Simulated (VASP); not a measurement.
Input:

```
CELL_PARAMETERS angstrom
     -2.00801     2.00801     4.28759
      2.00801    -2.00801     4.28759
      2.00801     2.00801    -4.28759
ATOMIC_POSITIONS crystal
  Na 0.00000 0.00000 0.00000
  Au 0.75000 0.25000 0.50000
  Au 0.25000 0.75000 0.50000
  Au 0.50000 0.50000 0.00000
```

Method: PBEsol GGA, VASP's PBE PAW potentials (set 64) (plane waves; VASP 6.6.1). Numerical set-up: 400 eV cut-off, 10×10×10 Γ-centred mesh, first-order Methfessel-Paxton smearing of 0.10 eV, potentials Na_pv Au.

Unless said otherwise, spin-orbit coupling is left out, though it shifts the bands of the heavy elements here.

Q: What does the run give for the energy per atom (σ→0), band gap (on the k-mesh) with the smallest direct gap where there is one?

A: 
The band gap (on the k-mesh) is none (metal, semimetal or under 0.01 eV). The energy per atom (σ→0) is -3.442 eV/atom.

The structure comes from a computed database's NaAu3 entry (I4/mmm); how it stands against other phases isn't given here. It was relaxed first, which changed the volume by -7 %. The start is the result of an earlier pass.
